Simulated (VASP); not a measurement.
Calculation: r2SCAN meta-GGA, VASP's PBE PAW potentials (set 64) (plane waves; VASP).

VASP ran on this input.

### INCAR
```
SYSTEM = NaI
PREC = Accurate; ENCUT = 520; LREAL = .FALSE.
LASPH = .TRUE.
EDIFF = 1E-7; NELM = 100; ALGO = Normal
LMAXMIX = 4; LMIXTAU = .TRUE.
ISMEAR = -5
METAGGA = R2SCAN
ISIF = 2
LWAVE = .FALSE.; LCHARG = .FALSE.; LORBIT = 11
NEDOS = 601
```

POSCAR:
```
NaI
1
    0.0000000000     3.2286169107     3.2286169107
    3.2286169107    -0.0000000000     3.2286169107
    3.2286169107     3.2286169107    -0.0000000000
Na I
1 1
Direct
  0.0000000000   0.0000000000   0.0000000000
  0.5000000000   0.5000000000   0.5000000000
```

**KPOINTS**
```
Automatic mesh
0
Gamma
8 8 8
0 0 0
```

**KPOINTS_OPT**
```
k-points along high-symmetry lines
10
Line-mode
Reciprocal
  0.000000   0.000000   0.000000 ! GAMMA
  0.500000   0.000000   0.500000 ! X

  0.500000   0.000000   0.500000 ! X
  0.625000   0.250000   0.625000 ! U

  0.375000   0.375000   0.750000 ! K
  0.000000   0.000000   0.000000 ! GAMMA

  0.000000   0.000000   0.000000 ! GAMMA
  0.500000   0.500000   0.500000 ! L

  0.500000   0.500000   0.500000 ! L
  0.500000   0.250000   0.750000 ! W

  0.500000   0.250000   0.750000 ! W
  0.500000   0.000000   0.500000 ! X
```

POTCAR, in this order: Na_pv I (PBE.64 set). Program: vasp_std.

Output of the run:

### OSZICAR
```
       N       E                     dE             d eps       ncg     rms          rms(c)
DAV:   1     0.491769959431E+02    0.49177E+02   -0.68141E+03   638   0.114E+03
DAV:   2    -0.262558906489E+02   -0.75433E+02   -0.71431E+02   703   0.236E+02
DAV:   3    -0.324014405820E+02   -0.61455E+01   -0.61057E+01   787   0.679E+01
DAV:   4    -0.325745843832E+02   -0.17314E+00   -0.17306E+00   739   0.121E+01
DAV:   5    -0.325798642874E+02   -0.52799E-02   -0.52798E-02   793   0.219E+00    0.221E+00
DAV:   6    -0.309862602502E+02    0.15936E+01   -0.39911E-01   656   0.812E+00    0.212E+00
DAV:   7    -0.310247081635E+02   -0.38448E-01   -0.19498E-01   641   0.625E+00    0.541E-01
DAV:   8    -0.311226957639E+02   -0.97988E-01   -0.18062E-01   650   0.457E+00    0.287E-01
DAV:   9    -0.310758591942E+02    0.46837E-01   -0.92143E-02   644   0.397E+00    0.368E-01
DAV:  10    -0.309140462132E+02    0.16181E+00   -0.75690E-02   638   0.391E+00    0.141E-01
DAV:  11    -0.310840801655E+02   -0.17003E+00   -0.61717E-02   638   0.337E+00    0.689E-02
DAV:  12    -0.310827376675E+02    0.13425E-02   -0.79341E-04   785   0.368E-01    0.798E-02
DAV:  13    -0.310820958812E+02    0.64179E-03   -0.36186E-03   641   0.852E-01    0.543E-02
DAV:  14    -0.310858277352E+02   -0.37319E-02   -0.11187E-03   644   0.433E-01    0.241E-02
DAV:  15    -0.310858935046E+02   -0.65769E-04   -0.61130E-05   653   0.104E-01    0.283E-02
DAV:  16    -0.310859019801E+02   -0.84756E-05   -0.15945E-06   740   0.177E-02    0.227E-02
DAV:  17    -0.310859003296E+02    0.16506E-05   -0.23728E-06   653   0.198E-02    0.209E-02
DAV:  18    -0.310858962397E+02    0.40899E-05   -0.11956E-05   644   0.505E-02    0.651E-03
DAV:  19    -0.310858875136E+02    0.87260E-05   -0.19720E-06   644   0.215E-02    0.505E-03
DAV:  20    -0.310858885004E+02   -0.98682E-06   -0.26789E-07   671   0.811E-03    0.435E-03
DAV:  21    -0.310858859714E+02    0.25291E-05   -0.31900E-07   668   0.105E-02    0.130E-03
DAV:  22    -0.310858852079E+02    0.76346E-06   -0.90001E-08   644   0.489E-03    0.138E-03
DAV:  23    -0.310858879412E+02   -0.27333E-05   -0.36713E-07   644   0.958E-03    0.541E-04
DAV:  24    -0.310858891106E+02   -0.11694E-05   -0.36892E-08   635   0.286E-03    0.210E-04
DAV:  25    -0.310858893270E+02   -0.21647E-06   -0.24502E-09   328   0.691E-04    0.156E-04
DAV:  26    -0.310858895165E+02   -0.18945E-06   -0.74164E-09   328   0.125E-03    0.724E-05
DAV:  27    -0.310858895604E+02   -0.43962E-07   -0.69762E-10   328   0.456E-04
   1 F= -.31085890E+02 E0= -.31085890E+02  d E =0.000000E+00
       N       E                     dE             ncg
       N       E                     dE             ncg
       N       E                     dE             ncg
```

### OUTCAR
```
------------------------ aborting loop because EDIFF is reached ----------------------------------------
  FORCE on cell =-STRESS in cart. coord.  units (eV):
  Direction    XX          YY          ZZ          XY          YZ          ZX
  --------------------------------------------------------------------------------------
  Total       -0.0254909     -0.0254909     -0.0254909      0.0000000      0.0000000     -0.0000000
  in kB       -0.6067599     -0.6067599     -0.6067599      0.0000000      0.0000000     -0.0000000
  external PRESSURE =      -0.6067599 kB  Pullay stress =       0.0000000 kB
  volume of cell :       67.31
      direct lattice vectors                 reciprocal lattice vectors
     0.000000000  3.228616911  3.228616911    -0.154865075  0.154865075  0.154865075
     3.228616911  0.000000000  3.228616911     0.154865075 -0.154865075  0.154865075
     3.228616911  3.228616911  0.000000000     0.154865075  0.154865075 -0.154865075
  FREE ENERGIE OF THE ION-ELECTRON SYSTEM (eV)
  ---------------------------------------------------
  free  energy   TOTEN  =       -31.0858895604 eV

  energy  without entropy=      -31.0858895604  energy(sigma->0) =      -31.08588956

 total charge

# of ion       s       p       d       tot
------------------------------------------
    1        0.033   5.974   0.000   6.007
    2        1.493   2.900   0.002   4.395
--------------------------------------------------
tot          1.526   8.874   0.002  10.402
```
(Selected blocks of OUTCAR.)

The compound is NaI in the rock salt structure. It was relaxed first.
